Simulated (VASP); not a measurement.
# Dynamics of SiNi3 at finite temperature, part 3 of 4

Wanted: temperature and structure of SiNi3 along a short trajectory. The start is a cell from a database of measured crystal structures.

VASP 6.6.1; PBEsol, spin-polarised from a ferromagnetic start; plane waves and PAW (Ni, Si).

Still holding for the runs below: The magnetic state follows from one typed start and may not be the lowest.

So far. Step 2 (Relax the host): The run ended after 3 ionic steps, 0.149 eV below its first step, once forces and stress met EDIFFG = -0.02. Step 3 (Relax the host again, on a new basis): The start already met the threshold, so nothing moved.

The database entry behind the starting cell differs from later determinations by our own check (an axis about 0.9 % long against later determinations), so it need not match the best structure at ambient conditions.

## Step 4: Molecular dynamics

System of this step: SiNi3. The structure is cubic, space group Pm-3m (No. 221). Conventional cell: a = 3.459 Å, b = 3.459 Å, c = 3.459 Å, α = 90.00°, β = 90.00°, γ = 90.00°. Nearest to Ni lie 4 Si at 2.45 Å and 8 Ni at 2.45 Å. Nearest to Si lie 12 Ni at 2.45 Å. Farther neighbours are not listed.

Few k-points, a looser threshold and, at fixed cell, a modest cutoff make many steps affordable, at some cost in the accuracy of forces and more in that of pressure. The electronic smearing is set to the highest ionic temperature of the stage, and to no less than 300 K.

File INCAR:

```
SYSTEM = SiNi3
PREC = Normal
ENCUT = 230
EDIFF = 1E-04
NELM = 120
ISMEAR = -1
SIGMA = 0.0776
LREAL = Auto
ALGO = Fast
GGA = PS
NBANDS = 160
ISPIN = 2
MAGMOM = 1 1 1 1 1 1 1 1 1 1 1 1 1 1 1 1 1 1 1 1 1 1 1 1 0 0 0 0 0 0 0 0
LASPH = .TRUE.
LMAXMIX = 4
LWAVE = .FALSE.
LCHARG = .FALSE.
KPAR = 4
IBRION = 0
NSW = 150
POTIM = 2
TEBEG = 900
TEEND = 900
ISYM = 0
ISIF = 2
NELMIN = 4
MAXMIX = 40
NBLOCK = 1
RANDOM_SEED = 911350 0 0
NWRITE = 1
MDALGO = 5
CSVR_PERIOD = 20
```

File POSCAR:

```
SiNi3
1.0
    6.9174509842      0.0000000000      0.0000000000
    0.0000000000      6.9174509842      0.0000000000
    0.0000000000      0.0000000000      6.9174509842
Ni Si
24 8
Direct
    0.2500000000      0.2500000000      0.0000000000
    0.2500000000      0.2500000000      0.5000000000
    0.2500000000      0.7500000000      0.0000000000
    0.2500000000      0.7500000000      0.5000000000
    0.7500000000      0.2500000000      0.0000000000
    0.7500000000      0.2500000000      0.5000000000
    0.7500000000      0.7500000000      0.0000000000
    0.7500000000      0.7500000000      0.5000000000
    0.2500000000      0.0000000000      0.2500000000
    0.2500000000      0.0000000000      0.7500000000
    0.2500000000      0.5000000000      0.2500000000
    0.2500000000      0.5000000000      0.7500000000
    0.7500000000      0.0000000000      0.2500000000
    0.7500000000      0.0000000000      0.7500000000
    0.7500000000      0.5000000000      0.2500000000
    0.7500000000      0.5000000000      0.7500000000
    0.0000000000      0.2500000000      0.2500000000
    0.0000000000      0.2500000000      0.7500000000
    0.0000000000      0.7500000000      0.2500000000
    0.0000000000      0.7500000000      0.7500000000
    0.5000000000      0.2500000000      0.2500000000
    0.5000000000      0.2500000000      0.7500000000
    0.5000000000      0.7500000000      0.2500000000
    0.5000000000      0.7500000000      0.7500000000
    0.0000000000      0.0000000000      0.0000000000
    0.0000000000      0.0000000000      0.5000000000
    0.0000000000      0.5000000000      0.0000000000
    0.0000000000      0.5000000000      0.5000000000
    0.5000000000      0.0000000000      0.0000000000
    0.5000000000      0.0000000000      0.5000000000
    0.5000000000      0.5000000000      0.0000000000
    0.5000000000      0.5000000000      0.5000000000
```

File KPOINTS:

```
Automatic mesh
0
Monkhorst-Pack
2 2 2
0 0 0
```

Potentials, in the order of the species: Ni and Si (PBE family, release 64).

On the command line:

```
$ mpirun -np 4 vasp_std
```

Output:

```text
[banner, memory and clock lines left out]
running    4 mpi-ranks, on    1 nodes
 distrk:  each k-point on    1 cores,    4 groups
 distr:  one band on    1 cores,    1 groups

 POSCAR found type information on POSCAR NiSi
 POSCAR found :  2 types and      32 ions
 [... a notice as in an earlier step ...]

 LDA part: xc-table for (Slater+PW92), standard interpolation
 POSCAR, INCAR and KPOINTS ok, starting setup
 FFT: planning ... GRIDC
 FFT: planning ... GRID_SOFT
 FFT: planning ... GRID
 WAVECAR not read
 prediction of wavefunctions initialized - no I/O
 entering main loop
       N       E                     dE             d eps       ncg     rms          rms(c)
DAV:   1     0.136750436635E+04    0.13675E+04   -0.67296E+04  2560   0.113E+03
DAV:   2    -0.101341159000E+03   -0.14688E+04   -0.14041E+04  2560   0.314E+02
DAV:   3    -0.237350017412E+03   -0.13601E+03   -0.12546E+03  2648   0.109E+02
DAV:   4    -0.242538361106E+03   -0.51883E+01   -0.51085E+01  2800   0.212E+01
DAV:   5    -0.242679311633E+03   -0.14095E+00   -0.14077E+00  2888   0.322E+00    0.649E+01
RMM:   6    -0.232032844104E+03    0.10646E+02   -0.55517E+02  2560   0.899E+01    0.444E+01
RMM:   7    -0.207628041072E+03    0.24405E+02   -0.14311E+02  2560   0.495E+01    0.127E+01
RMM:   8    -0.207185427904E+03    0.44261E+00   -0.27192E+00  2560   0.441E+00    0.412E+00
RMM:   9    -0.207191194285E+03   -0.57664E-02   -0.76719E-01  2562   0.194E+00    0.291E+00
RMM:  10    -0.207173936254E+03    0.17258E-01   -0.27917E-01  2560   0.185E+00    0.199E+00
RMM:  11    -0.207164976203E+03    0.89601E-02   -0.73404E-02  2575   0.841E-01    0.129E+00
RMM:  12    -0.207159257831E+03    0.57184E-02   -0.33153E-02  2561   0.602E-01    0.829E-01
RMM:  13    -0.207160466249E+03   -0.12084E-02   -0.15988E-02  2562   0.399E-01    0.690E-01
RMM:  14    -0.207158556539E+03    0.19097E-02   -0.12577E-02  2561   0.396E-01    0.381E-01
RMM:  15    -0.207158664157E+03   -0.10762E-03   -0.43118E-03  2560   0.222E-01    0.328E-01
RMM:  16    -0.207157886197E+03    0.77796E-03   -0.20316E-03  2541   0.163E-01    0.743E-02
RMM:  17    -0.207157954035E+03   -0.67838E-04   -0.51677E-04  2032   0.624E-02
      1 T=   819. E= -.20387735E+03 F= -.20715795E+03 E0= -.20692619E+03  EK= 0.32806E+01 SP= 0.00E+00 SK= 0.00E+00 mag=     -0.014
 bond charge predicted
       N       E                     dE             d eps       ncg     rms          rms(c)
DAV:   1    -0.207126148878E+03    0.31737E-01   -0.15638E+01  2688   0.100E+01    0.598E-01
RMM:   2    -0.207148436917E+03   -0.22288E-01   -0.15031E-01  2560   0.163E+00    0.154E+00
RMM:   3    -0.207134386887E+03    0.14050E-01   -0.27817E-02  2560   0.614E-01    0.390E-01
RMM:   4    -0.207135957853E+03   -0.15710E-02   -0.93898E-03  2560   0.308E-01    0.661E-01
RMM:   5    -0.207132581906E+03    0.33759E-02   -0.61082E-03  2560   0.292E-01    0.205E-01
RMM:   6    -0.207133159829E+03   -0.57792E-03   -0.25965E-03  2560   0.169E-01    0.337E-01
RMM:   7    -0.207132322378E+03    0.83745E-03   -0.13490E-03  2494   0.143E-01    0.374E-02
RMM:   8    -0.207132346424E+03   -0.24046E-04   -0.21093E-04  1498   0.423E-02
      2 T=   840. E= -.20376468E+03 F= -.20713235E+03 E0= -.20690049E+03  EK= 0.33677E+01 SP= 0.00E+00 SK= 0.00E+00 mag=     -0.000
[... from here on, the cycles between the ionic steps are left out ...]
      3 T=   796. E= -.20386326E+03 F= -.20705378E+03 E0= -.20682187E+03  EK= 0.31905E+01 SP= 0.00E+00 SK= 0.00E+00 mag=     -0.004
      5 T=   759. E= -.20371181E+03 F= -.20675230E+03 E0= -.20652007E+03  EK= 0.30405E+01 SP= 0.00E+00 SK= 0.00E+00 mag=      0.004
      7 T=   687. E= -.20352466E+03 F= -.20627749E+03 E0= -.20604468E+03  EK= 0.27528E+01 SP= 0.00E+00 SK= 0.00E+00 mag=     -0.003
      9 T=   595. E= -.20329833E+03 F= -.20568316E+03 E0= -.20544936E+03  EK= 0.23848E+01 SP= 0.00E+00 SK= 0.00E+00 mag=     -0.002
     11 T=   543. E= -.20285423E+03 F= -.20503060E+03 E0= -.20479562E+03  EK= 0.21764E+01 SP= 0.00E+00 SK= 0.00E+00 mag=      0.001
     13 T=   500. E= -.20235648E+03 F= -.20436025E+03 E0= -.20412421E+03  EK= 0.20038E+01 SP= 0.00E+00 SK= 0.00E+00 mag=     -0.001
     15 T=   392. E= -.20225418E+03 F= -.20382364E+03 E0= -.20358710E+03  EK= 0.15695E+01 SP= 0.00E+00 SK= 0.00E+00 mag=      0.001
     17 T=   381. E= -.20195957E+03 F= -.20348739E+03 E0= -.20325106E+03  EK= 0.15278E+01 SP= 0.00E+00 SK= 0.00E+00 mag=     -0.001
     19 T=   469. E= -.20149707E+03 F= -.20337449E+03 E0= -.20313903E+03  EK= 0.18774E+01 SP= 0.00E+00 SK= 0.00E+00 mag=     -0.000
     21 T=   539. E= -.20127513E+03 F= -.20343359E+03 E0= -.20319958E+03  EK= 0.21585E+01 SP= 0.00E+00 SK= 0.00E+00 mag=      0.000
     23 T=   660. E= -.20093095E+03 F= -.20357485E+03 E0= -.20334261E+03  EK= 0.26439E+01 SP= 0.00E+00 SK= 0.00E+00 mag=      0.000
     25 T=   814. E= -.20044411E+03 F= -.20370563E+03 E0= -.20347535E+03  EK= 0.32615E+01 SP= 0.00E+00 SK= 0.00E+00 mag=     -0.000
     27 T=   666. E= -.20107417E+03 F= -.20374470E+03 E0= -.20351626E+03  EK= 0.26705E+01 SP= 0.00E+00 SK= 0.00E+00 mag=     -0.000
     29 T=   617. E= -.20122945E+03 F= -.20370358E+03 E0= -.20347645E+03  EK= 0.24741E+01 SP= 0.00E+00 SK= 0.00E+00 mag=      0.000
     31 T=   754. E= -.20059485E+03 F= -.20361808E+03 E0= -.20339170E+03  EK= 0.30232E+01 SP= 0.00E+00 SK= 0.00E+00 mag=      0.000
     33 T=   664. E= -.20082517E+03 F= -.20348527E+03 E0= -.20325920E+03  EK= 0.26601E+01 SP= 0.00E+00 SK= 0.00E+00 mag=     -0.000
     35 T=   677. E= -.20062859E+03 F= -.20334321E+03 E0= -.20311715E+03  EK= 0.27146E+01 SP= 0.00E+00 SK= 0.00E+00 mag=      0.000
     37 T=   677. E= -.20051416E+03 F= -.20322507E+03 E0= -.20299891E+03  EK= 0.27109E+01 SP= 0.00E+00 SK= 0.00E+00 mag=     -0.000
     39 T=   804. E= -.19992934E+03 F= -.20314988E+03 E0= -.20292367E+03  EK= 0.32205E+01 SP= 0.00E+00 SK= 0.00E+00 mag=     -0.000
     41 T=   901. E= -.19948820E+03 F= -.20309892E+03 E0= -.20287295E+03  EK= 0.36107E+01 SP= 0.00E+00 SK= 0.00E+00 mag=      0.000
     43 T=   800. E= -.19985874E+03 F= -.20306350E+03 E0= -.20283831E+03  EK= 0.32048E+01 SP= 0.00E+00 SK= 0.00E+00 mag=      0.000
     45 T=   847. E= -.19968184E+03 F= -.20307526E+03 E0= -.20285120E+03  EK= 0.33934E+01 SP= 0.00E+00 SK= 0.00E+00 mag=     -0.000
     47 T=   750. E= -.20015819E+03 F= -.20316298E+03 E0= -.20294015E+03  EK= 0.30048E+01 SP= 0.00E+00 SK= 0.00E+00 mag=      0.000
     49 T=   914. E= -.19968427E+03 F= -.20334697E+03 E0= -.20312503E+03  EK= 0.36627E+01 SP= 0.00E+00 SK= 0.00E+00 mag=     -0.000
     51 T=   826. E= -.20032740E+03 F= -.20363642E+03 E0= -.20341483E+03  EK= 0.33090E+01 SP= 0.00E+00 SK= 0.00E+00 mag=     -0.000
     53 T=   930. E= -.20023447E+03 F= -.20395964E+03 E0= -.20373773E+03  EK= 0.37252E+01 SP= 0.00E+00 SK= 0.00E+00 mag=      0.000
     55 T=  1132. E= -.19974598E+03 F= -.20428163E+03 E0= -.20405902E+03  EK= 0.45356E+01 SP= 0.00E+00 SK= 0.00E+00 mag=      0.000
     57 T=  1084. E= -.20016543E+03 F= -.20451050E+03 E0= -.20428716E+03  EK= 0.43451E+01 SP= 0.00E+00 SK= 0.00E+00 mag=     -0.000
     59 T=  1104. E= -.20016341E+03 F= -.20458880E+03 E0= -.20436524E+03  EK= 0.44254E+01 SP= 0.00E+00 SK= 0.00E+00 mag=     -0.000
     61 T=  1132. E= -.19998208E+03 F= -.20451984E+03 E0= -.20429674E+03  EK= 0.45378E+01 SP= 0.00E+00 SK= 0.00E+00 mag=      0.000
     63 T=   956. E= -.20048623E+03 F= -.20431571E+03 E0= -.20409377E+03  EK= 0.38295E+01 SP= 0.00E+00 SK= 0.00E+00 mag=     -0.000
     65 T=  1044. E= -.19984369E+03 F= -.20402706E+03 E0= -.20380672E+03  EK= 0.41834E+01 SP= 0.00E+00 SK= 0.00E+00 mag=     -0.000
     67 T=   861. E= -.20020791E+03 F= -.20365756E+03 E0= -.20343920E+03  EK= 0.34497E+01 SP= 0.00E+00 SK= 0.00E+00 mag=      0.000
     69 T=   896. E= -.19968753E+03 F= -.20327598E+03 E0= -.20305970E+03  EK= 0.35884E+01 SP= 0.00E+00 SK= 0.00E+00 mag=      0.000
     71 T=   784. E= -.19977692E+03 F= -.20291901E+03 E0= -.20270481E+03  EK= 0.31421E+01 SP= 0.00E+00 SK= 0.00E+00 mag=     -0.000
     73 T=   704. E= -.19986890E+03 F= -.20268921E+03 E0= -.20247693E+03  EK= 0.28203E+01 SP= 0.00E+00 SK= 0.00E+00 mag=     -0.000
     75 T=   780. E= -.19954208E+03 F= -.20266797E+03 E0= -.20245734E+03  EK= 0.31259E+01 SP= 0.00E+00 SK= 0.00E+00 mag=      0.000
     77 T=   838. E= -.19948978E+03 F= -.20284648E+03 E0= -.20263738E+03  EK= 0.33567E+01 SP= 0.00E+00 SK= 0.00E+00 mag=      0.000
     79 T=   730. E= -.20018839E+03 F= -.20311443E+03 E0= -.20290671E+03  EK= 0.29260E+01 SP= 0.00E+00 SK= 0.00E+00 mag=     -0.000
     81 T=   649. E= -.20075709E+03 F= -.20335847E+03 E0= -.20315187E+03  EK= 0.26014E+01 SP= 0.00E+00 SK= 0.00E+00 mag=      0.000
     83 T=   725. E= -.20066111E+03 F= -.20356774E+03 E0= -.20336192E+03  EK= 0.29066E+01 SP= 0.00E+00 SK= 0.00E+00 mag=      0.000
     85 T=   712. E= -.20086681E+03 F= -.20372121E+03 E0= -.20351592E+03  EK= 0.28544E+01 SP= 0.00E+00 SK= 0.00E+00 mag=     -0.000
     87 T=   791. E= -.20065784E+03 F= -.20382678E+03 E0= -.20362184E+03  EK= 0.31689E+01 SP= 0.00E+00 SK= 0.00E+00 mag=      0.000
     89 T=   772. E= -.20081534E+03 F= -.20390790E+03 E0= -.20370318E+03  EK= 0.30926E+01 SP= 0.00E+00 SK= 0.00E+00 mag=     -0.000
     91 T=   754. E= -.20094906E+03 F= -.20397016E+03 E0= -.20376553E+03  EK= 0.30211E+01 SP= 0.00E+00 SK= 0.00E+00 mag=     -0.000
     93 T=   754. E= -.20099016E+03 F= -.20401211E+03 E0= -.20380739E+03  EK= 0.30220E+01 SP= 0.00E+00 SK= 0.00E+00 mag=      0.000
     95 T=   720. E= -.20114203E+03 F= -.20402597E+03 E0= -.20382085E+03  EK= 0.28839E+01 SP= 0.00E+00 SK= 0.00E+00 mag=     -0.000
     97 T=   837. E= -.20064126E+03 F= -.20399378E+03 E0= -.20378790E+03  EK= 0.33525E+01 SP= 0.00E+00 SK= 0.00E+00 mag=     -0.000
     99 T=   762. E= -.20084785E+03 F= -.20390102E+03 E0= -.20369400E+03  EK= 0.30532E+01 SP= 0.00E+00 SK= 0.00E+00 mag=      0.000
    101 T=   763. E= -.20073105E+03 F= -.20378799E+03 E0= -.20357957E+03  EK= 0.30569E+01 SP= 0.00E+00 SK= 0.00E+00 mag=     -0.000
    103 T=   757. E= -.20068137E+03 F= -.20371375E+03 E0= -.20350361E+03  EK= 0.30324E+01 SP= 0.00E+00 SK= 0.00E+00 mag=     -0.000
    105 T=   822. E= -.20044063E+03 F= -.20373554E+03 E0= -.20352345E+03  EK= 0.32949E+01 SP= 0.00E+00 SK= 0.00E+00 mag=      0.000
    107 T=   910. E= -.20022803E+03 F= -.20387485E+03 E0= -.20366072E+03  EK= 0.36468E+01 SP= 0.00E+00 SK= 0.00E+00 mag=      0.000
    109 T=  1013. E= -.20005932E+03 F= -.20411664E+03 E0= -.20390042E+03  EK= 0.40573E+01 SP= 0.00E+00 SK= 0.00E+00 mag=     -0.000
    111 T=  1123. E= -.19989645E+03 F= -.20439658E+03 E0= -.20417830E+03  EK= 0.45001E+01 SP= 0.00E+00 SK= 0.00E+00 mag=      0.000
    113 T=  1246. E= -.19961512E+03 F= -.20460658E+03 E0= -.20438624E+03  EK= 0.49915E+01 SP= 0.00E+00 SK= 0.00E+00 mag=     -0.000
    115 T=  1187. E= -.19988445E+03 F= -.20464116E+03 E0= -.20441880E+03  EK= 0.47567E+01 SP= 0.00E+00 SK= 0.00E+00 mag=     -0.000
    117 T=  1011. E= -.20043266E+03 F= -.20448279E+03 E0= -.20425861E+03  EK= 0.40501E+01 SP= 0.00E+00 SK= 0.00E+00 mag=      0.000
    119 T=   878. E= -.20069132E+03 F= -.20421102E+03 E0= -.20398527E+03  EK= 0.35197E+01 SP= 0.00E+00 SK= 0.00E+00 mag=     -0.000
    121 T=   833. E= -.20057899E+03 F= -.20391731E+03 E0= -.20369026E+03  EK= 0.33383E+01 SP= 0.00E+00 SK= 0.00E+00 mag=      0.000
    123 T=   738. E= -.20072506E+03 F= -.20368356E+03 E0= -.20345553E+03  EK= 0.29585E+01 SP= 0.00E+00 SK= 0.00E+00 mag=      0.000
    125 T=   672. E= -.20089099E+03 F= -.20358331E+03 E0= -.20335466E+03  EK= 0.26923E+01 SP= 0.00E+00 SK= 0.00E+00 mag=      0.000
    127 T=   896. E= -.20003443E+03 F= -.20362613E+03 E0= -.20339730E+03  EK= 0.35917E+01 SP= 0.00E+00 SK= 0.00E+00 mag=     -0.000
    131 T=   872. E= -.20032727E+03 F= -.20382004E+03 E0= -.20359245E+03  EK= 0.34928E+01 SP= 0.00E+00 SK= 0.00E+00 mag=      0.000
    133 T=   813. E= -.20057406E+03 F= -.20383044E+03 E0= -.20360385E+03  EK= 0.32564E+01 SP= 0.00E+00 SK= 0.00E+00 mag=      0.000
    135 T=   879. E= -.20027094E+03 F= -.20379425E+03 E0= -.20356850E+03  EK= 0.35233E+01 SP= 0.00E+00 SK= 0.00E+00 mag=     -0.000
    137 T=   923. E= -.20003202E+03 F= -.20372910E+03 E0= -.20350381E+03  EK= 0.36971E+01 SP= 0.00E+00 SK= 0.00E+00 mag=      0.000
    139 T=   833. E= -.20033255E+03 F= -.20367056E+03 E0= -.20344525E+03  EK= 0.33380E+01 SP= 0.00E+00 SK= 0.00E+00 mag=      0.000
    141 T=   892. E= -.20008532E+03 F= -.20365998E+03 E0= -.20343431E+03  EK= 0.35747E+01 SP= 0.00E+00 SK= 0.00E+00 mag=      0.000
    143 T=   806. E= -.20046275E+03 F= -.20369095E+03 E0= -.20346475E+03  EK= 0.32282E+01 SP= 0.00E+00 SK= 0.00E+00 mag=     -0.000
    145 T=   813. E= -.20047618E+03 F= -.20373348E+03 E0= -.20350689E+03  EK= 0.32573E+01 SP= 0.00E+00 SK= 0.00E+00 mag=      0.000
    147 T=   864. E= -.20029910E+03 F= -.20375965E+03 E0= -.20353298E+03  EK= 0.34605E+01 SP= 0.00E+00 SK= 0.00E+00 mag=     -0.000
    149 T=   860. E= -.20029731E+03 F= -.20374209E+03 E0= -.20351571E+03  EK= 0.34448E+01 SP= 0.00E+00 SK= 0.00E+00 mag=     -0.000
 bond charge predicted
 prediction of wavefunctions
       N       E                     dE             d eps       ncg     rms          rms(c)
DAV:   1    -0.203718487381E+03    0.23593E-01   -0.83585E-03  4544   0.216E+00    0.488E-02
RMM:   2    -0.203718764527E+03   -0.27715E-03   -0.29279E-03  2557   0.183E-01    0.266E-02
RMM:   3    -0.203718806322E+03   -0.41795E-04   -0.43853E-04  1890   0.643E-02    0.200E-02
RMM:   4    -0.203718814668E+03   -0.83464E-05   -0.89850E-05  1346   0.312E-02
    150 T=   771. E= -.20063057E+03 F= -.20371881E+03 E0= -.20349271E+03  EK= 0.30882E+01 SP= 0.00E+00 SK= 0.00E+00 mag=     -0.000
 bond charge predicted
 prediction of wavefunctions
 wavefunctions rotated
```

It took 49 min on 4 MPI ranks of Intel Xeon Platinum 8259CL at 2.50GHz (Skylake/Cascade Lake), shared host; peak memory 1.6 GiB.

(Part 3 of 4 ends here.)

[Lines on the potential files, build, host, timing and source positions are cut from VASP's logs without a mark.]

[Logs are printed without paths, hosts, clocks, repeated set-up lines and the standing remarks that a program may print on its own settings, such as how far it seeks lower states.]

[Hosts, paths, dates, database ids (printed as entryN), source tags and the programs' standing remarks are cut or masked in the printed files.]

[Runs that stopped without an error message from VASP are left out.]
